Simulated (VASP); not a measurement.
KZnF3 (cubic perovskite), at 1.04 of the tabulated volume:

```yaml
crystal:
  lattice:
    - [4.10330, 0.00000, 0.00000]
    - [0.00000, 4.10330, 0.00000]
    - [0.00000, 0.00000, 4.10330]
  atoms:
    - { symbol: K, position: [0.00000, 0.00000, 0.00000] }
    - { symbol: Zn, position: [0.50000, 0.50000, 0.50000] }
    - { symbol: F, position: [0.50000, 0.00000, 0.50000] }
    - { symbol: F, position: [0.00000, 0.50000, 0.50000] }
    - { symbol: F, position: [0.50000, 0.50000, 0.00000] }
```

The lowest empty band near Γ, direction [110], from PBE with spin-orbit coupling in VASP (PAW); its two spin partners are averaged. The gap over the points computed is 3.69 eV, and the next band on that side lies 5.16 eV away at the edge.

Settings: 520 eV cut-off, 6×6×6 Γ-centred mesh, Gaussian smearing of 0.050 eV, potentials K_sv Zn F.

```json
[
 {"distance from the edge in k (1/Å)": "0.025", "distance in energy (meV)": "5.4"},
 {"distance from the edge in k (1/Å)": "0.035", "distance in energy (meV)": "10.5"},
 {"distance from the edge in k (1/Å)": "0.050", "distance in energy (meV)": "21.5"},
 {"distance from the edge in k (1/Å)": "0.070", "distance in energy (meV)": "41.9"}
]
```

Question: Fit E(1 + αE) = ħ²k²/2m* (ħ²/2m0 = 3.810 eV Å²) and predict the row at 0.095 1/Å.

Answer: The rows don't resolve α, so a parabola serves: the electron mass is m* = 0.445 m0, and so 77.3 meV. The run gave 76.8 meV, -0.5 meV from the fit.

Left out are points under 3 meV from the edge, since the levels carry 0.1 meV, and points farther than half the way to the next band.

The compound is KZnF3 in the cubic perovskite structure. The cell was not relaxed at this level.
